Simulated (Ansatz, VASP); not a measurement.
# One calculation of Na2N, two programs

The input INCAR:

```
SYSTEM = Na2N
PREC = Accurate
ENCUT = 600
EDIFF = 1E-6
ISMEAR = 0
SIGMA = 0.1
LREAL = .FALSE.
LASPH = .TRUE.
NELM = 100
ALGO = Normal
ISIF = 3
LWAVE = .FALSE.
LCHARG = .FALSE.
GGA = PE
IBRION = 2
NSW = 90
EDIFFG = -0.04
```

The input KPOINTS:

```
regular mesh
0
G
  6 6 4
  0 0 0
```

File POSCAR:

```
Na2N
1.0
    4.2518130300      0.0000000000      0.0000000000
   -2.1259065200      3.6821781000      0.0000000000
    0.0000000000      0.0000000000      3.9793491100
Na N
2 1
Direct
    0.3333333300      0.6666666700      0.0000000000
    0.6666666700      0.3333333300      0.0000000000
    0.0000000000      0.0000000000      0.0000000000
```

Input for Ansatz:

```yaml
crystal:
  lattice:
    - [4.25181303, 0.0, 0.0]
    - [-2.12590652, 3.6821781, 0.0]
    - [0.0, 0.0, 3.97934911]
  atoms:
    - { symbol: Na, position: [0.33333333, 0.66666667, 0.0] }
    - { symbol: Na, position: [0.66666667, 0.33333333, 0.0] }
    - { symbol: "N", position: [0.0, 0.0, 0.0] }
basis:
  ecutwfc: 420
kpoints:
  mp_grid: { grid: [6, 6, 4] }
hamiltonian:
  xc: pbe
scf:
  occupations: { method: gaussian, width: 0.1 }
  lower_state_search: "off"
output:
  forces: true
  stress: true
  eigenvalues: true
relax:
  adjacent_minimum: "off"
  f_tol: 0.04
  max_steps: 70
  cell: { stress_tol: 0.4 }
```

Alike in both runs: task relaxation of cell and atoms; functional PBE; k mesh 6 × 6 × 4; occupations gaussian, width 0.1 eV; no spin polarisation.

|  | VASP | Ansatz |
| --- | --- | --- |
| version | VASP 6.6.1 | Ansatz 0.2.0 |
| potentials or method | VASP PAW PBE potentials, release 64 (Na_pv, N) | scalar-relativistic, plane waves, PAW |
| plane-wave cutoff (eV) | 600 | 420 |
| valence electrons in the cell | 19 | 23 |

|  | VASP | Ansatz | Ansatz less VASP |
| --- | --- | --- | --- |
| gap on the k mesh at the Fermi level, each at its own relaxed structure (eV) | none | none | - |
| relaxed volume (Å³/atom) | 17.90 | 18.14 | +0.237 |
| relaxed cell length with the largest relative difference (Å) | 3.298 | 3.341 | +0.0426 |
| energy change over the relaxation (meV/atom) | -39 | -37 | +2.1 |

A gap of «none» marks a metal or a gap that the smearing closes. The two sets of potentials don't hold the same shells in valence.

Caveats: the k mesh is coarse (spacing up to 0.39 Å⁻¹), so the values aren't converged.
